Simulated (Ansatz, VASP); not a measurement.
**HfSi in two plane-wave programs**

Wanted: the spread between two codes on one cell, functional and k mesh. The cell is generated by rule, not measured, and may not be a known phase. The cell is taken from a series of runs on this material, whose earlier steps may have relaxed, scaled, displaced or heated it; both programs get it as it stands.

Main program and level: Ansatz 0.2.0; plane waves, with VASP 6.6.1 beside it; zone-centre phonons at PBEsol.

The structure was built from a prototype and need not be the compound's stable phase.

## 1. Starting point

The structure is hexagonal, space group P6_3/mmc (No. 194). The conventional cell has a = 4.546 Å, b = 4.546 Å, c = 5.195 Å, α = 90.00°, β = 90.00°, γ = 120.00°. Nearest to Hf lie 5 Si at 2.60 to 2.62 Å. Nearest to Si lie 5 Hf at 2.60 to 2.62 Å. Farther neighbours are not listed.

## 2. VASP: zone-centre phonons, PBEsol

Second derivatives magnify differences that forces hide, and they need a tight electronic threshold.

Lines of VASP's logs that name or quote its potential files are left out, and so is its time.

File INCAR:

```
SYSTEM = HfSi
PREC = Accurate
ENCUT = 500
EDIFF = 1E-08
NELM = 120
ISMEAR = 1
SIGMA = 0.15
LREAL = .FALSE.
ALGO = Normal
GGA = PS
NBANDS = 20
LASPH = .TRUE.
LORBIT = 11
LWAVE = .FALSE.
LCHARG = .FALSE.
ISIF = 2
IBRION = 8
GGA_COMPAT = .FALSE.
```

File POSCAR:

```
HfSi
1.0
    4.5456645189      0.0000030958      0.0000000000
   -2.2728349405      3.9366594025      0.0000000000
    0.0000000000      0.0000000000      5.1946872813
Hf Si
2 2
Direct
    0.3333333333      0.6666666667      0.2500000000
    0.6666666667      0.3333333333      0.7500000000
    0.6666666667      0.3333333333      0.2500000000
    0.3333333333      0.6666666667      0.7500000000
```

File KPOINTS:

```
Automatic mesh
0
Gamma
12 12 6
0 0 0
```

Potentials, in the order of the species: Hf_pv and Si (PBE family, release 64).

Command:

```sh
export OMP_NUM_THREADS=3
mpirun -np 1 vasp_std
```

Numbers of over 12 decimals in the logs are rounded to 6 here.

The log of the run:

```text
[banner, memory and clock lines left out]
running    1 mpi-ranks, on    1 nodes
 distrk:  each k-point on    1 cores,    1 groups
 distr:  one band on    1 cores,    1 groups
 Offloading initialized ...    1 GPUs detected
 POSCAR found type information on POSCAR HfSi
 POSCAR found :  2 types and       4 ions
|                                                                             |
|               ----> ADVICE to this user running VASP <----                  |
|                                                                             |
|     You enforced a specific xc type in the INCAR file but a different       |
|     [... a line on the potential file left out ...]
|     I HOPE YOU KNOW WHAT YOU ARE DOING!                                     |
|                                                                             |

 LDA part: xc-table for (Slater+PW92), standard interpolation
 POSCAR, INCAR and KPOINTS ok, starting setup
 FFT: planning ... GRIDC
 FFT: planning ... GRID_SOFT
 FFT: planning ... GRID
 WAVECAR not read
 entering main loop
       N       E                     dE             d eps       ncg     rms          rms(c)
DAV:   1     0.848952569191E+02    0.84895E+02   -0.14170E+04  3080   0.121E+03
DAV:   2    -0.300072931289E+02   -0.11490E+03   -0.11068E+03  3740   0.264E+02
DAV:   3    -0.353552163614E+02   -0.53479E+01   -0.52880E+01  4108   0.396E+01
DAV:   4    -0.354372729678E+02   -0.82057E-01   -0.81768E-01  4104   0.571E+00
DAV:   5    -0.354384315655E+02   -0.11586E-02   -0.11581E-02  4004   0.661E-01    0.637E+01
DAV:   6    -0.332346684026E+02    0.22038E+01   -0.58480E+00  3536   0.994E+00    0.396E+01
DAV:   7    -0.331069859076E+02    0.12768E+00   -0.27508E+00  3940   0.737E+00    0.476E+00
DAV:   8    -0.330104215693E+02    0.96564E-01   -0.71376E-01  3340   0.353E+00    0.558E-01
DAV:   9    -0.330101245547E+02    0.29701E-03   -0.20573E-02  3760   0.821E-01    0.296E-01
DAV:  10    -0.330101717205E+02   -0.47166E-04   -0.86907E-04  3960   0.144E-01    0.233E-01
DAV:  11    -0.330101489044E+02    0.22816E-04   -0.25101E-04  3796   0.673E-02    0.399E-02
DAV:  12    -0.330101483420E+02    0.56240E-06   -0.83905E-06  3756   0.168E-02    0.889E-03
DAV:  13    -0.330101488742E+02   -0.53222E-06   -0.70275E-07  3864   0.487E-03    0.327E-03
DAV:  14    -0.330101489119E+02   -0.37699E-07   -0.47110E-08  3968   0.102E-03    0.180E-03
DAV:  15    -0.330101489028E+02    0.90736E-08   -0.17636E-08  2912   0.655E-04
   1 F= -.33010149E+02 E0= -.33010223E+02  d E =0.222642E-03
 Linear response reoptimize wavefunctions to high precision
DAV:   1    -0.330101488996E+02    0.32071E-08   -0.78040E-10  2308   0.171E-04
DAV:   2    -0.330101488996E+02   -0.13074E-10   -0.13263E-10  2196   0.707E-05
 Linear response DOF=            4
 Linear response progress:
  Degree of freedom:   1/  4
       N       E                     dE             d eps       ncg     rms          rms(c)
RMM:   1    -0.223905651265E+00   -0.22391E+00    0.47827E+00 12421   0.123E+01
RMM:   2    -0.231998930230E+00   -0.80933E-02   -0.49604E-02 18070   0.126E+00    0.563E-01
RMM:   3    -0.231941771534E+00    0.57159E-04   -0.50661E-03 24619   0.270E-01    0.313E-01
RMM:   4    -0.231716404427E+00    0.22537E-03   -0.51989E-04 27268   0.859E-02    0.223E-01
RMM:   5    -0.231414241303E+00    0.30216E-03   -0.56850E-05 25159   0.401E-02    0.388E-02
RMM:   6    -0.231349920532E+00    0.64321E-04   -0.84143E-06 27975   0.144E-02    0.164E-02
RMM:   7    -0.231340672796E+00    0.92477E-05   -0.39226E-06 25745   0.644E-03    0.251E-03
RMM:   8    -0.231341105882E+00   -0.43309E-06   -0.15124E-06 26657   0.233E-03    0.535E-04
RMM:   9    -0.231340766894E+00    0.33899E-06    0.90360E-07 28376   0.106E-03    0.208E-04
RMM:  10    -0.231341391087E+00   -0.62419E-06    0.56706E-07 28044   0.530E-04    0.109E-04
RMM:  11    -0.231341285695E+00    0.10539E-06    0.55247E-07 28192   0.316E-04    0.717E-05
RMM:  12    -0.231341308173E+00   -0.22478E-07    0.58963E-07 27615   0.206E-04    0.376E-05
RMM:  13    -0.231341280388E+00    0.27785E-07    0.24820E-07 27990   0.146E-04    0.675E-06
RMM:  14    -0.231341283850E+00   -0.34621E-08    0.21024E-07 27881   0.109E-04    0.670E-06
RMM:  15    -0.231341271475E+00    0.12376E-07    0.97166E-08 27928   0.888E-05    0.274E-06
RMM:  16    -0.231341266269E+00    0.52054E-08    0.61218E-08 27335   0.775E-05    0.228E-06
 first order change of Fermi-energy  -0.89685E-05
 force on displaced ion       1 direction 1 :  -9.987  -0.000   0.000
 Linear response progress:
  Degree of freedom:   2/  4
       N       E                     dE             d eps       ncg     rms          rms(c)
RMM:   1    -0.216781952964E+00   -0.21678E+00    0.62887E+00  4295   0.132E+01
RMM:   2    -0.227331978159E+00   -0.10550E-01   -0.54086E-02  6190   0.127E+00    0.652E-01
RMM:   3    -0.226900021263E+00    0.43196E-03   -0.57660E-03  7905   0.307E-01    0.284E-01
RMM:   4    -0.226549952095E+00    0.35007E-03   -0.10175E-03  8786   0.117E-01    0.208E-01
RMM:   5    -0.226187139724E+00    0.36281E-03   -0.18992E-04  8653   0.549E-02    0.559E-02
RMM:   6    -0.226070173010E+00    0.11697E-03   -0.52983E-05  9137   0.224E-02    0.246E-02
RMM:   7    -0.226057264179E+00    0.12909E-04   -0.15933E-06  8680   0.809E-03    0.440E-03
RMM:   8    -0.226050457636E+00    0.68065E-05    0.50999E-05  9166   0.384E-03    0.270E-03
RMM:   9    -0.226049960329E+00    0.49731E-06    0.32986E-05  9463   0.159E-03    0.584E-04
RMM:  10    -0.226049818832E+00    0.14150E-06    0.19379E-05  9073   0.755E-04    0.262E-04
RMM:  11    -0.226050013699E+00   -0.19487E-06    0.72075E-06  9306   0.471E-04    0.275E-04
RMM:  12    -0.226049582923E+00    0.43078E-06    0.72283E-06  9529   0.281E-04    0.105E-04
RMM:  13    -0.226049526157E+00    0.56765E-07    0.30898E-06  9290   0.194E-04    0.846E-05
RMM:  14    -0.226049387399E+00    0.13876E-06    0.29881E-06  9275   0.135E-04    0.264E-05
RMM:  15    -0.226049457111E+00   -0.69711E-07    0.12477E-06  9446   0.101E-04    0.942E-06
RMM:  16    -0.226049349487E+00    0.10762E-06    0.12027E-06  9498   0.818E-05    0.838E-06
RMM:  17    -0.226049434499E+00   -0.85013E-07    0.38174E-07  9061   0.697E-05    0.101E-05
RMM:  18    -0.226049385127E+00    0.49372E-07    0.50113E-07  9178   0.624E-05    0.595E-06
RMM:  19    -0.226049400644E+00   -0.15517E-07    0.11998E-07  9337   0.579E-05    0.233E-06
RMM:  20    -0.226049387017E+00    0.13627E-07    0.18040E-07  8222   0.553E-05    0.124E-06
RMM:  21    -0.226049394723E+00   -0.77056E-08    0.19023E-08  8530   0.537E-05    0.296E-07
 first order change of Fermi-energy   0.47146E-03
 force on displaced ion       1 direction 3 :   0.000  -0.000 -12.651
 Linear response progress:
  Degree of freedom:   3/  4
       N       E                     dE             d eps       ncg     rms          rms(c)
RMM:   1    -0.212760898579E-01   -0.21276E-01    0.37567E-02 26083   0.984E-01
RMM:   2    -0.212353406820E-01    0.40749E-04   -0.28265E-03 22638   0.217E-01    0.426E-01
RMM:   3    -0.212014891844E-01    0.33851E-04   -0.62590E-04 18031   0.116E-01    0.231E-01
RMM:   4    -0.215327613388E-01   -0.33127E-03   -0.36672E-04 20037   0.813E-02    0.275E-02
RMM:   5    -0.214669857563E-01    0.65776E-04   -0.36927E-05 21890   0.277E-02    0.121E-02
RMM:   6    -0.214763640412E-01   -0.93783E-05   -0.52121E-06 23927   0.797E-03    0.700E-03
RMM:   7    -0.214670159319E-01    0.93481E-05   -0.52996E-07 23179   0.265E-03    0.179E-03
RMM:   8    -0.214693773941E-01   -0.23615E-05   -0.12537E-07 24213   0.119E-03    0.643E-04
RMM:   9    -0.214710119971E-01   -0.16346E-05   -0.53832E-08 22920   0.372E-04    0.796E-05
RMM:  10    -0.214709641339E-01    0.47863E-07    0.79781E-08 24856   0.110E-04    0.294E-05
RMM:  11    -0.214710001534E-01   -0.36019E-07    0.92736E-09 25968   0.391E-05    0.915E-06
RMM:  12    -0.214709853834E-01    0.14770E-07    0.12664E-08 25684   0.192E-05    0.405E-06
RMM:  13    -0.214709843899E-01    0.99348E-09   -0.36055E-09 23221   0.142E-05    0.966E-07
 first order change of Fermi-energy  -0.30261E-04
 force on displaced ion       3 direction 1 :  -9.524   0.003   0.000
 Linear response progress:
  Degree of freedom:   4/  4
       N       E                     dE             d eps       ncg     rms          rms(c)
RMM:   1    -0.269013331538E-01   -0.26901E-01    0.39193E-02  8009   0.118E+00
RMM:   2    -0.237806506335E-01    0.31207E-02   -0.58909E-03  7983   0.263E-01    0.478E-01
RMM:   3    -0.237896314693E-01   -0.89808E-05   -0.90835E-04  6018   0.121E-01    0.233E-01
RMM:   4    -0.240855516389E-01   -0.29592E-03   -0.44359E-04  7053   0.738E-02    0.253E-02
RMM:   5    -0.240629817430E-01    0.22570E-04   -0.44536E-05  7202   0.323E-02    0.105E-02
RMM:   6    -0.240782301995E-01   -0.15248E-04   -0.57463E-06  7481   0.955E-03    0.409E-03
RMM:   7    -0.240703540213E-01    0.78762E-05    0.18128E-06  7556   0.328E-03    0.977E-04
RMM:   8    -0.240719865731E-01   -0.16326E-05    0.71999E-07  7584   0.156E-03    0.828E-04
RMM:   9    -0.240742505699E-01   -0.22640E-05    0.25596E-07  7154   0.596E-04    0.163E-04
RMM:  10    -0.240742394752E-01    0.11095E-07    0.27170E-07  8306   0.209E-04    0.640E-05
RMM:  11    -0.240743822625E-01   -0.14279E-06    0.44853E-08  7761   0.780E-05    0.486E-05
RMM:  12    -0.240743785793E-01    0.36831E-08    0.18535E-07  8240   0.476E-05    0.106E-05
RMM:  13    -0.240743842838E-01   -0.57045E-08    0.15102E-07  8312   0.261E-05    0.482E-06
RMM:  14    -0.240743789864E-01    0.52974E-08    0.11205E-07  8254   0.205E-05    0.169E-06
RMM:  15    -0.240743774268E-01    0.15596E-08    0.12182E-07  6424   0.185E-05    0.815E-07
RMM:  16    -0.240743774853E-01   -0.58460E-10    0.11174E-07  4910   0.181E-05    0.163E-07
RMM:  17    -0.240743774917E-01   -0.63865E-11    0.11564E-07  4739   0.181E-05    0.133E-07
RMM:  18    -0.240743771997E-01    0.29198E-09    0.11581E-07  4638   0.181E-05    0.704E-08
 first order change of Fermi-energy  -0.88854E-03
 force on displaced ion       3 direction 3 :  -0.000   0.000 -12.716
 Linear response finished
```

From OUTCAR (step 2):

```text
ion  position               nearest neighbor table
   1  0.333  0.667  0.250-   4 2.60   4 2.60   3 2.62   3 2.62   3 2.62   2 3.69   2 3.69   2 3.69
                             2 3.69   2 3.69   2 3.69
   2  0.667  0.333  0.750-   3 2.60   3 2.60   4 2.62   4 2.62   4 2.62   1 3.69   1 3.69   1 3.69
                             1 3.69   1 3.69   1 3.69
   3  0.667  0.333  0.250-   2 2.60   2 2.60   1 2.62   1 2.62   1 2.62
   4  0.333  0.667  0.750-   1 2.60   1 2.60   2 2.62   2 2.62   2 2.62

  LATTYP: Found a hexagonal cell.
 ALAT       =     4.5456645189
 C/A-ratio  =     1.1427784122

 Subroutine GETGRP returns: Found 24 space group operations
 (whereof 12 operations were pure point group operations)

The static configuration has the point symmetry D_3d.
 The point group associated with its full space group is D_6h.

 Found     76 irreducible k-points:

   k-points           NKPTS =     76   k-points in BZ     NKDIM =     76   number of bands    NBANDS=     20

   dimension x,y,z NGX =    36 NGY =   36 NGZ =   40
   dimension x,y,z NGXF=    72 NGYF=   72 NGZF=   80

   ENCUT  =  500.0 eV  36.75 Ry    6.06 a.u.   8.29  8.29  9.47*2*pi/ulx,y,z

   NELECT =      28.0000    total number of electrons

 k-points in reciprocal lattice and weights: Automatic mesh
   0.00000000  0.00000000  0.00000000       0.001
   0.08333333  0.00000000  0.00000000       0.007
   0.16666667  0.00000000  0.00000000       0.007
   0.25000000  0.00000000  0.00000000       0.007
   0.33333333  0.00000000  0.00000000       0.007
   0.41666667  0.00000000  0.00000000       0.007
   0.50000000  0.00000000  0.00000000       0.003
   0.08333333  0.08333333  0.00000000       0.007
   0.16666667  0.08333333  0.00000000       0.014
[...]
0.33333333  0.25000000  0.50000000       0.014
   0.33333333  0.33333333  0.50000000       0.002

 average (electrostatic) potential at core
       1 -38.0025       2 -38.0025       3 -83.8110       4 -83.8110

  Total       -0.0313486     -0.0313486      0.0397939      0.0000000     -0.0000000      0.0000000
  in kB       -0.5403108     -0.5403108      0.6858712      0.0000000     -0.0000000      0.0000000
  external PRESSURE =      -0.1315835 kB  Pullay stress =       0.0000000 kB

  energy-cutoff  :      500.00
  volume of cell :       92.96
      direct lattice vectors                 reciprocal lattice vectors
     4.545664519  0.000003096  0.000000000     0.219989751  0.127011342 -0.000000000
    -2.272834941  3.936659403  0.000000000    -0.000000173  0.254022384  0.000000000
     0.000000000  0.000000000  5.194687281     0.000000000 -0.000000000  0.192504370

 POSITION                                       TOTAL-FORCE (eV/Angst)
 -----------------------------------------------------------------------------------
     -0.00000      2.62444      1.29867        -0.000000     -0.000000      0.000000
      2.27283      1.31222      3.89602         0.000000      0.000000      0.000000
      2.27283      1.31222      1.29867         0.000000     -0.000000      0.000000
     -0.00000      2.62444      3.89602        -0.000000      0.000000      0.000000
 -----------------------------------------------------------------------------------
    total drift:                               -0.000000      0.000000     -0.000000

 Eigenvectors and eigenvalues of the dynamical matrix
 ----------------------------------------------------

   1 f  =   11.789432 THz    74.075188 2PiTHz  393.253134 cm-1    48.757153 meV
             X         Y         Z           dx          dy          dz
     -0.000002  2.624441  1.298672    -0.000000   -0.000000   -0.228341
      2.272831  1.312222  3.896015    -0.000000   -0.000000    0.228341
      2.272831  1.312222  1.298672    -0.000000    0.000000   -0.669224
     -0.000002  2.624441  3.896015     0.000000    0.000000    0.669224

   2 f  =   10.553994 THz    66.312701 2PiTHz  352.043349 cm-1    43.647793 meV
             X         Y         Z           dx          dy          dz
     -0.000002  2.624441  1.298672    -0.000000    0.000000    0.260760
      2.272831  1.312222  3.896015    -0.000000    0.000000    0.260760
      2.272831  1.312222  1.298672     0.000000    0.000000   -0.657270
     -0.000002  2.624441  3.896015     0.000000   -0.000000   -0.657270

   3 f  =    9.661243 THz    60.703380 2PiTHz  322.264375 cm-1    39.955672 meV
             X         Y         Z           dx          dy          dz
     -0.000002  2.624441  1.298672     0.259756   -0.022520    0.000000
      2.272831  1.312222  3.896015     0.259756   -0.022520    0.000000
      2.272831  1.312222  1.298672    -0.654826    0.056772   -0.000000
     -0.000002  2.624441  3.896015    -0.654826    0.056772   -0.000000

   4 f  =    9.661243 THz    60.703380 2PiTHz  322.264375 cm-1    39.955672 meV
             X         Y         Z           dx          dy          dz
     -0.000002  2.624441  1.298672     0.022520    0.259756   -0.000000
      2.272831  1.312222  3.896015     0.022520    0.259756   -0.000000
      2.272831  1.312222  1.298672    -0.056772   -0.654826    0.000000
     -0.000002  2.624441  3.896015    -0.056772   -0.654826   -0.000000

   5 f  =    9.591153 THz    60.262991 2PiTHz  319.926426 cm-1    39.665804 meV
             X         Y         Z           dx          dy          dz
     -0.000002  2.624441  1.298672     0.201268   -0.017453   -0.000000
      2.272831  1.312222  3.896015    -0.201268    0.017453   -0.000000
      2.272831  1.312222  1.298672    -0.675100    0.058540    0.000000
     -0.000002  2.624441  3.896015     0.675100   -0.058540    0.000000

   6 f  =    9.591153 THz    60.262991 2PiTHz  319.926426 cm-1    39.665804 meV
             X         Y         Z           dx          dy          dz
     -0.000002  2.624441  1.298672     0.017453    0.201268   -0.000000
      2.272831  1.312222  3.896015    -0.017453   -0.201268   -0.000000
      2.272831  1.312222  1.298672    -0.058540   -0.675100   -0.000000
     -0.000002  2.624441  3.896015     0.058540    0.675100   -0.000000

   7 f  =    2.790284 THz    17.531873 2PiTHz   93.073862 cm-1    11.539683 meV
             X         Y         Z           dx          dy          dz
     -0.000002  2.624441  1.298672    -0.675100    0.058533    0.000000
      2.272831  1.312222  3.896015     0.675100   -0.058533   -0.000000
      2.272831  1.312222  1.298672    -0.201268    0.017451   -0.000000
     -0.000002  2.624441  3.896015     0.201268   -0.017451    0.000000

   8 f  =    2.790284 THz    17.531873 2PiTHz   93.073862 cm-1    11.539683 meV
             X         Y         Z           dx          dy          dz
     -0.000002  2.624441  1.298672     0.058533    0.675100    0.000000
      2.272831  1.312222  3.896015    -0.058533   -0.675100    0.000000
      2.272831  1.312222  1.298672     0.017451    0.201268    0.000000
     -0.000002  2.624441  3.896015    -0.017451   -0.201268    0.000000

   9 f  =    2.363359 THz    14.849425 2PiTHz   78.833186 cm-1     9.774065 meV
             X         Y         Z           dx          dy          dz
     -0.000002  2.624441  1.298672    -0.000000   -0.000000   -0.669224
      2.272831  1.312222  3.896015     0.000000   -0.000000    0.669224
      2.272831  1.312222  1.298672    -0.000000   -0.000000    0.228341
     -0.000002  2.624441  3.896015     0.000000   -0.000000   -0.228341

  10 f/i=    0.000075 THz     0.000470 2PiTHz    0.002497 cm-1     0.000310 meV
             X         Y         Z           dx          dy          dz
     -0.000002  2.624441  1.298672     0.101687    0.649368   -0.000000
      2.272831  1.312222  3.896015     0.101687    0.649368   -0.000000
      2.272831  1.312222  1.298672     0.040337    0.257591   -0.000000
     -0.000002  2.624441  3.896015     0.040337    0.257591   -0.000000

  11 f/i=    0.000075 THz     0.000470 2PiTHz    0.002497 cm-1     0.000310 meV
             X         Y         Z           dx          dy          dz
     -0.000002  2.624441  1.298672    -0.649368    0.101687    0.000000
      2.272831  1.312222  3.896015    -0.649368    0.101687    0.000000
      2.272831  1.312222  1.298672    -0.257591    0.040337    0.000000
     -0.000002  2.624441  3.896015    -0.257591    0.040337    0.000000

  12 f/i=    0.000560 THz     0.003518 2PiTHz    0.018674 cm-1     0.002315 meV
             X         Y         Z           dx          dy          dz
     -0.000002  2.624441  1.298672    -0.000000   -0.000000   -0.657270
      2.272831  1.312222  3.896015    -0.000000   -0.000000   -0.657270
      2.272831  1.312222  1.298672    -0.000000   -0.000000   -0.260760
     -0.000002  2.624441  3.896015    -0.000000   -0.000000   -0.260760

 ELASTIC MODULI CONTR FROM IONIC RELAXATION (kBar)
 Direction    XX          YY          ZZ          XY          YZ          ZX
 --------------------------------------------------------------------------------
 XX        -529.7728    529.7728      0.0000      0.0000     -0.0000      0.0000
 YY         529.7728   -529.7728     -0.0000      0.0000      0.0000     -0.0000
 ZZ           0.0000     -0.0000     -0.0000      0.0000     -0.0000      0.0000
 XY           0.0000      0.0000      0.0000   -529.7728      0.0000      0.0000
 YZ          -0.0000      0.0000     -0.0000      0.0000     -0.0000      0.0000
 ZX           0.0000     -0.0000      0.0000      0.0000      0.0000     -0.0000
 --------------------------------------------------------------------------------
```

Energies printed during the response cycles are not total energies of the cell. Harder data sets than Hf_pv exist (the GW ones), and pressures, volumes and forces can shift noticeably with them.

(Continued in part 2 of 2.)

[Lines on the potential files, build, host, timing and source positions are cut from VASP's logs without a mark.]

[Logs are printed without paths, hosts, clocks, repeated set-up lines and the standing remarks that a program may print on its own settings, such as how far it seeks lower states.]

[Hosts, paths, dates, database ids (printed as entryN), source tags and the programs' standing remarks are cut or masked in the printed files.]
